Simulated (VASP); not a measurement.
# N on Cu(111): which site?, part 3 of 3

Where does N sit on Cu(111), and how strongly does it bind?

VASP 6.6.1, plane waves and PAW; the level of theory is named at each step.

So far. Step 12 (Potential and states with the adsorbate, site fcc): The vacuum level lies 5.63 eV above the Fermi level at the upper face; the two faces differ by 1.02 eV, the step that the slab's dipole of 0.132 e·Å makes.

## Step 13: Relaxing the adsorbate, site hcp

INCAR reads:

```
SYSTEM = Cu12N
PREC = Normal
ENCUT = 440
EDIFF = 1E-05
NELM = 120
ISMEAR = 1
SIGMA = 0.15
LREAL = Auto
ALGO = Fast
GGA = RP
NBANDS = 84
LASPH = .TRUE.
LORBIT = 11
LWAVE = .FALSE.
LCHARG = .FALSE.
KPAR = 4
IBRION = 2
NSW = 50
ISIF = 2
EDIFFG = -0.03
POTIM = 0.4
MAXMIX = 40
IDIPOL = 3
LDIPOL = .TRUE.
DIPOL = 0.5 0.5 0.511
```

POSCAR reads:

```
Cu12N
1.0
    5.2047758275      0.0000000000      0.0000000000
    2.6023879138      4.5074680876      0.0000000000
    0.0000000000      0.0000000000     19.2496816677
Cu N
12 1
Selective dynamics
Direct
    0.1666666700      0.1666666700      0.3896168300  F F F
    0.6666666700      0.1666666700      0.3896168300  F F F
    0.1666666700      0.6666666700      0.3896168300  F F F
    0.6666666700      0.6666666700      0.3896168300  F F F
    0.8333333300      0.3333333300      0.4981014800  T T T
    0.3333333300      0.3333333300      0.4981014800  T T T
    0.8333333300      0.8333333300      0.4981014800  T T T
    0.3333333300      0.8333333300      0.4981014800  T T T
    0.0000000000      0.0000000000      0.6065579000  T T T
    0.5000000000      0.0000000000      0.6065579000  T T T
    0.0000000000      0.5000000000      0.6065579000  T T T
    0.5000000000      0.5000000000      0.6065579000  T T T
    0.3333333300      0.3333333300      0.6662991500  T T T
```

KPOINTS reads:

```
Automatic mesh
0
Gamma
6 6 1
0 0 0
```

Potentials, in the order of the species: Cu and N (PBE family, release 64).

The run is started by

```bash
$ mpirun -np 4 vasp_std
```

The job ended after 4.2 min (4 MPI ranks of Intel Xeon 6975P-C (Granite Rapids), shared host; peak memory 1.5 GiB).

Step by step:

```csv
step,energy less that of the first step (eV),largest force (eV/Å)
1,0.0000,0.9111
2,-0.0611,0.4428
3,-0.0942,0.4818
4,-0.1163,0.1394
5,-0.1164,0.1414
6,-0.1191,0.1201
7,-0.1210,0.1452
8,-0.1224,0.1085
9,-0.1235,0.1132
10,-0.1245,0.0589
11,-0.1250,0.0765
12,-0.1251,0.0971
13,-0.1258,0.0646
14,-0.1264,0.0454
15,-0.1264,0.0455
16,-0.1266,0.0261
```

The atoms that moved most (Å):

```csv
atom,dx,dy,dz,length
Cu11,-0.048,0.028,0.110,0.123
Cu10,0.000,-0.056,0.110,0.123
Cu12,0.048,0.028,0.110,0.123
N13,0.000,0.000,-0.050,0.050
Cu8,0.008,-0.005,0.034,0.035
Cu5,0.000,0.009,0.034,0.035
Cu7,-0.008,-0.005,0.034,0.035
Cu6,0.000,0.000,0.013,0.013
```

The relaxed structure:

```
Cu N
1.0
     5.20478    0.00000    0.00000
     2.60239    4.50747    0.00000
     0.00000    0.00000   19.24968
Cu N
12 1
Direct
  0.16667 0.16667 0.38962
  0.66667 0.16667 0.38962
  0.16667 0.66667 0.38962
  0.66667 0.66667 0.38962
  0.83233 0.33534 0.49986
  0.33333 0.33333 0.49878
  0.83233 0.83233 0.49986
  0.33534 0.83233 0.49986
  0.00000 0.00000 0.60668
  0.50618 0.98764 0.61225
  0.98764 0.50618 0.61225
  0.50618 0.50618 0.61225
  0.33333 0.33333 0.66370
```

The run ended after 16 ionic steps, 0.127 eV below its first step, once the forces on the free atoms met EDIFFG = -0.03.

## Step 14: Potential and states with the adsorbate, site hcp

INCAR reads:

```
SYSTEM = Cu12N
PREC = Normal
ENCUT = 440
EDIFF = 1E-06
NELM = 120
ISMEAR = 1
SIGMA = 0.15
LREAL = Auto
ALGO = Fast
GGA = RP
NBANDS = 84
LASPH = .TRUE.
LORBIT = 11
LWAVE = .FALSE.
LCHARG = .FALSE.
KPAR = 4
IDIPOL = 3
LDIPOL = .TRUE.
DIPOL = 0.5 0.5 0.513
LVHAR = .TRUE.
LVACPOTAV = .TRUE.
NEDOS = 1500
```

POSCAR reads:

```
Cu12N
1.0
    5.2047758275      0.0000000000      0.0000000000
    2.6023879138      4.5074680876      0.0000000000
    0.0000000000      0.0000000000     19.2496816677
Cu N
12 1
Selective dynamics
Direct
    0.1666666700      0.1666666700      0.3896168300  F F F
    0.6666666700      0.1666666700      0.3896168300  F F F
    0.1666666700      0.6666666700      0.3896168300  F F F
    0.6666666700      0.6666666700      0.3896168300  F F F
    0.8323298894      0.3353402112      0.4998589060  T T T
    0.3333333300      0.3333333300      0.4987807186  T T T
    0.8323298894      0.8323298894      0.4998589060  T T T
    0.3353402112      0.8323298894      0.4998589060  T T T
    0.0000000000      0.0000000000      0.6066837114  T T T
    0.5061802431      0.9876395138      0.6122498607  T T T
    0.9876395138      0.5061802431      0.6122498607  T T T
    0.5061802431      0.5061802431      0.6122498607  T T T
    0.3333333300      0.3333333300      0.6637028662  T T T
```

KPOINTS is that of step 13.

The run is started by

```bash
$ mpirun -np 4 vasp_std
```

Wall time 58 s (4 MPI ranks); peak memory 1.4 GiB; 3.7 min of CPU time.

Zero at the Fermi level. Planar average of the electrostatic potential against height:

```csv
height (Å),planar average of the electrostatic potential (eV)
0.0,5.46
0.5,4.64
1.0,4.62
1.5,4.62
2.0,4.62
2.5,4.62
3.0,4.62
3.5,4.61
4.0,4.61
4.5,4.59
5.0,4.54
5.5,4.35
6.0,3.71
6.5,1.59
7.0,-7.93
7.5,-14.6
8.0,-7.98
8.5,0.300
9.0,-5.57
9.5,-14.3
10.0,-10.6
10.5,-0.557
11.0,-2.49
11.5,-12.6
12.0,-13.1
12.5,-4.67
13.0,0.795
13.5,4.51
14.0,5.37
14.5,5.55
15.0,5.59
15.5,5.60
16.0,5.60
16.5,5.60
17.0,5.60
17.5,5.60
18.0,5.60
18.5,5.60
19.0,5.60
```

The map of layer states is cut here 0.5 eV above the Fermi level, so it leaves out the states above that.

At the end the adsorbate's closest contact with the slab is N-Cu at 1.85 Å, 1.56 Å to the side of the slab's atom, and its lowest atom lies 0.99 Å above the highest atom of the slab.

The vacuum level lies 5.60 eV above the Fermi level at the upper face; the two faces differ by 0.98 eV, the step that the slab's dipole of 0.127 e·Å makes.

VASP counts the dipole in electrons times Å, so a positive number points the physical dipole along −c.

The program found no field-free point at its default tolerance, but its printed level agrees with the flat part of the planar average.

On this mesh the fine structure of the density of states is sampling noise, and high empty states may be cut by the number of bands.

## Step 15: The sites side by side

This step: adsorption sites, RPBE; plane waves and PAW (VASP 6.6.1).

This step runs nothing: it gathers the runs above.

The site's symmetry is kept, so a site may be a saddle point. All sites:

```csv
site,adsorption energy (eV),height over the top layer (Å),shortest distance to the metal (Å),bond in the molecule (Å),change of the work function (eV),sideways move (Å)
ontop,3.595,1.548,1.728,-,1.695,0
bridge,1.426,1.027,1.845,-,1.123,0.67
fcc,1.421,1.031,1.847,-,1.131,0
hcp,1.507,1.017,1.846,-,1.094,0
```

Each adsorption energy is the energy with the adsorbate less the clean slab (-35.684 eV) and the reference (-8.143 eV, half of N2).

## Step 16: Results

```yaml
ontop_start: 3.60 eV
bridge_start_slid_off: 1.43 eV
fcc_start: 1.42 eV
hcp_start: 1.51 eV
```

In words: Among the starts that kept their site, N is lowest at the fcc site of Cu(111), at 1.42 eV against half of N2; hcp lies 0.09 eV higher and ontop lies 2.17 eV higher. The bridge start slid 0.67 Å sideways and ended at 1.43 eV, so that site is no minimum and its row belongs to another place. At that site the work function rises by 1.13 eV from 4.50 eV. The bare lower face moves by +0.11 eV too, a measure of how thin the slab is. Even the lowest site is uphill against the reference. Symmetry was kept, so any start that stayed on its site may sit on a saddle point. The slab is thin, and zero-point and thermal parts are left out.

[Lines on the potential files, build, host, timing and source positions are cut from VASP's logs without a mark.]

[Logs are printed without paths, hosts, clocks, repeated set-up lines and the standing remarks that a program may print on its own settings, such as how far it seeks lower states.]

[Hosts, paths, dates, database ids (printed as entryN), source tags and the programs' standing remarks are cut or masked in the printed files.]

[Runs that stopped without an error message from VASP are left out.]
